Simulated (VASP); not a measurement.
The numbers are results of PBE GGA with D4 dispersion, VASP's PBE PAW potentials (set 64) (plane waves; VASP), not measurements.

The input files of a VASP run:

### INCAR
```
# general
SYSTEM   =  CoAl
PREC     =  Accurate
ENCUT    =  520   # plane-wave cut-off (eV)
LREAL    =  .False.
LASPH    =  .True.   # aspherical one-centre terms

# electronic loop
EDIFF    =  1E-7   # SCF stop (eV)
NELM     =  100
ALGO     =  Normal   # blocked Davidson
LMAXMIX  =  4   # l cut-off of mixed one-centre charges

# smearing
ISMEAR   =  1   # Methfessel-Paxton
SIGMA    =  0.1

# functional
GGA      =  PE
IVDW     =  13

# ions
ISIF     =  2

# output
LWAVE    =  .False.
LCHARG   =  .False.
```

File POSCAR:
```
CoAl
2.8218210
  1.0000000919   0.0000000000   0.0000000000
  0.0000000000   1.0000000919   0.0000000000
  0.0000000000   0.0000000000   1.0000000919
Al Co
1 1
direct
  0.5000000000   0.5000000000   0.5000000000
  0.0000000000   0.0000000000   0.0000000000
```

### KPOINTS
```
Automatic mesh
0
Gamma
13 13 13
0 0 0
```

POTCAR, in this order: Al Co (PBE.64 set). Program: vasp_std.

Output of the run:

### OSZICAR
```
       N       E                     dE             d eps       ncg     rms          rms(c)
DAV:   1     0.385848497294E+02    0.38585E+02   -0.54153E+03  1680   0.127E+03
DAV:   2    -0.122652130965E+02   -0.50850E+02   -0.48261E+02  1690   0.197E+02
DAV:   3    -0.136403013042E+02   -0.13751E+01   -0.13641E+01  2028   0.423E+01
DAV:   4    -0.136629191000E+02   -0.22618E-01   -0.22607E-01  2046   0.484E+00
DAV:   5    -0.136635576235E+02   -0.63852E-03   -0.63851E-03  1942   0.790E-01    0.128E+01
DAV:   6    -0.162173828161E+02   -0.25538E+01   -0.70609E+01  1878   0.127E+02    0.171E+01
DAV:   7    -0.119987612219E+02    0.42186E+01   -0.31776E+01  1856   0.809E+01    0.189E+00
DAV:   8    -0.119906201725E+02    0.81410E-02   -0.21953E-01  1736   0.422E+00    0.120E+00
DAV:   9    -0.119761607166E+02    0.14459E-01   -0.47212E-02  2046   0.311E+00    0.308E-01
DAV:  10    -0.119756977032E+02    0.46301E-03   -0.13155E-03  2204   0.513E-01    0.143E-01
DAV:  11    -0.119756844690E+02    0.13234E-04   -0.24988E-05  1932   0.466E-02    0.199E-02
DAV:  12    -0.119756812966E+02    0.31724E-05   -0.15011E-05  2030   0.548E-02    0.562E-03
DAV:  13    -0.119756812931E+02    0.34521E-08   -0.26728E-07  1628   0.478E-03
   1 F= -.12879268E+02 E0= -.12879169E+02  d E =-.297465E-03
```

File OUTCAR:
```
------------------------ aborting loop because EDIFF is reached ----------------------------------------
  Edisp (eV):   -0.90359
  FORCE on cell =-STRESS in cart. coord.  units (eV):
  Direction    XX          YY          ZZ          XY          YZ          ZX
  --------------------------------------------------------------------------------------
  Total      -0.00118    -0.00118    -0.00118    -0.00000     0.00000    -0.00000
  in kB      -0.08404    -0.08404    -0.08404    -0.00000     0.00000    -0.00000
  external pressure =       -0.08 kB  Pullay stress =        0.00 kB
  volume of cell :       22.47
      direct lattice vectors                 reciprocal lattice vectors
     2.821821259  0.000000000  0.000000000     0.354381057  0.000000000  0.000000000
     0.000000000  2.821821259  0.000000000     0.000000000  0.354381057  0.000000000
     0.000000000  0.000000000  2.821821259     0.000000000  0.000000000  0.354381057
 POSITION                                       TOTAL-FORCE (eV/Angst)
 -----------------------------------------------------------------------------------
      1.41091      1.41091      1.41091         0.000000      0.000000      0.000000
      0.00000      0.00000      0.00000         0.000000      0.000000      0.000000
 -----------------------------------------------------------------------------------
    total drift:                                0.000000      0.000000      0.000000
  FREE ENERGIE OF THE ION-ELECTRON SYSTEM (eV)
  ---------------------------------------------------
  free  energy   TOTEN  =       -12.8792680049 eV

  energy  without entropy=      -12.8789705402  energy(sigma->0) =      -12.87916885
```
(Selected blocks of OUTCAR.)

The compound is CoAl in the CsCl type structure. It was relaxed first. The run is not spin-polarised, so no magnetic state was tried.
